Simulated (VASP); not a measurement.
Computed with PBE GGA, VASP's PBE PAW potentials (set 64) (plane waves; VASP).

A VASP calculation is set up with these files.

**KPOINTS**
```
kpoints
0
Gamma
7 7 7
```

**POSCAR**
```
ScAl3
1
    4.0878100000     0.0000000000     0.0000000000
    0.0000000000     4.0878100000     0.0000000000
    0.0000000000     0.0000000000     4.0878100000
Sc Al
1 3
Direct
  0.0000000000   0.0000000000   0.0000000000
  0.5000000000   0.0000000000   0.5000000000
  0.0000000000   0.5000000000   0.5000000000
  0.5000000000   0.5000000000   0.0000000000
```

**INCAR**
```
SYSTEM  =  ScAl3
PREC  =  Accurate; ENCUT  =  300; LREAL  =  .FALSE.
LASPH  =  .TRUE.
EDIFF  =  1E-6; NELM  =  100; ALGO  =  Normal
LMAXMIX  =  4
ISMEAR  =  1; SIGMA  =  0.05
GGA  =  PE
ISIF  =  2
LWAVE  =  .FALSE.; LCHARG  =  .FALSE.
```

POTCAR, in this order: Sc_sv Al (PBE.64 set). Program: vasp_std.

Output of the run:

### OSZICAR
```
       N       E                     dE             d eps       ncg     rms          rms(c)
DAV:   1     0.733182552490E+02    0.73318E+02   -0.63295E+03   584   0.846E+02
DAV:   2    -0.156816320701E+02   -0.89000E+02   -0.87604E+02   596   0.306E+02
DAV:   3    -0.202016787636E+02   -0.45200E+01   -0.41527E+01   830   0.516E+01
DAV:   4    -0.202886567307E+02   -0.86978E-01   -0.86838E-01   798   0.794E+00
DAV:   5    -0.202904069254E+02   -0.17502E-02   -0.17500E-02   808   0.106E+00    0.884E+00
DAV:   6    -0.193540118253E+02    0.93640E+00   -0.47757E+00   928   0.249E+01    0.316E+00
DAV:   7    -0.193046342190E+02    0.49378E-01   -0.85251E-02   660   0.252E+00    0.181E+00
DAV:   8    -0.192811498983E+02    0.23484E-01   -0.38619E-02   760   0.146E+00    0.224E-01
DAV:   9    -0.192810440235E+02    0.10587E-03   -0.72582E-03   806   0.581E-01    0.129E-01
DAV:  10    -0.192806774407E+02    0.36658E-03   -0.12038E-03   870   0.375E-01    0.777E-02
DAV:  11    -0.192807103793E+02   -0.32939E-04   -0.10809E-04   906   0.133E-01    0.384E-02
DAV:  12    -0.192806419332E+02    0.68446E-04   -0.35863E-04   950   0.148E-01    0.376E-03
DAV:  13    -0.192806425574E+02   -0.62426E-06   -0.87799E-06   792   0.283E-02
   1 F= -.19280643E+02 E0= -.19280494E+02  d E =-.444294E-03
```

### OUTCAR
```
------------------------ aborting loop because EDIFF is reached ----------------------------------------
  FORCE on cell =-STRESS in cart. coord.  units (eV):
  Direction    XX          YY          ZZ          XY          YZ          ZX
  --------------------------------------------------------------------------------------
  Total        0.4058013      0.4058013      0.4058013      0.0000000      0.0000000      0.0000000
  in kB        9.5181358      9.5181358      9.5181358      0.0000000      0.0000000      0.0000000
  external PRESSURE =       9.5181358 kB  Pullay stress =       0.0000000 kB
  volume of cell :       68.31
      direct lattice vectors                 reciprocal lattice vectors
     4.087810000  0.000000000  0.000000000     0.244629765  0.000000000  0.000000000
     0.000000000  4.087810000  0.000000000     0.000000000  0.244629765  0.000000000
     0.000000000  0.000000000  4.087810000     0.000000000  0.000000000  0.244629765
 POSITION                                       TOTAL-FORCE (eV/Angst)
 -----------------------------------------------------------------------------------
      0.00000      0.00000      0.00000         0.000000      0.000000      0.000000
      2.04391      0.00000      2.04391         0.000000      0.000000      0.000000
      0.00000      2.04391      2.04391         0.000000      0.000000      0.000000
      2.04391      2.04391      0.00000         0.000000      0.000000      0.000000
 -----------------------------------------------------------------------------------
    total drift:                               -0.000000      0.000000      0.000000
  FREE ENERGIE OF THE ION-ELECTRON SYSTEM (eV)
  ---------------------------------------------------
  free  energy   TOTEN  =       -19.2806425574 eV

  energy  without entropy=      -19.2801982636  energy(sigma->0) =      -19.28049446
```
(Selected blocks of OUTCAR.)

### OUTCAR
```
 val. band max:        7.1138510317   @ k =   0.4286   0.4286   0.1429

 cond. band min:       7.2037397366   @ k =   0.2857   0.0000   0.0000


 Fermi energy:         7.1284901552

 k-point     1 :       0.0000    0.0000    0.0000
  band No.  band energies     occupation
      1     -41.6919      2.00000
      2     -20.4085      2.00000
      3     -20.4085      2.00000
      4     -20.4085      2.00000
      5      -2.7544      2.00000
      6       4.6542      2.00000
      7       4.6542      2.00000
      8       5.4621      2.00000
      9       5.4621      2.00000
     10       5.4621      2.00000
     11       8.5477      0.00000
     12       8.5787      0.00000
     13       8.5787      0.00000
     14       8.5787      0.00000

 k-point     2 :       0.1429    0.0000    0.0000
  band No.  band energies     occupation
      1     -41.6917      2.00000
      2     -20.4146      2.00000
      3     -20.4081      2.00000
      4     -20.4081      2.00000
      5      -2.5666      2.00000
      6       3.3899      2.00000
      7       4.8011      2.00000
      8       5.4847      2.00000
      9       5.4847      2.00000
     10       6.2683      2.00000
     11       8.4766      0.00000
     12       8.4766      0.00000
     13       8.6359      0.00000
     14       9.2637      0.00000

 k-point     3 :       0.2857    0.0000    0.0000
  band No.  band energies     occupation
      1     -41.6911      2.00000
      2     -20.4285      2.00000
      3     -20.4070      2.00000
      4     -20.4070      2.00000
      5      -2.0159      2.00000
      6       1.7414      2.00000
      7       5.2096      2.00000
      8       5.5290      2.00000
      9       5.5290      2.00000
     10       7.2037     -0.05486
     11       8.3269      0.00000
     12       8.3269      0.00000
     13       8.7733      0.00000
     14       9.3644      0.00000

 k-point     4 :       0.4286    0.0000    0.0000
  band No.  band energies     occupation
...
```

At this cut-off the stress carries a Pulay error, which pulls relaxed volumes low.

The structure comes from a computed database's ScAl3 entry; how it stands against other phases isn't given here. The cell was not relaxed at this level.
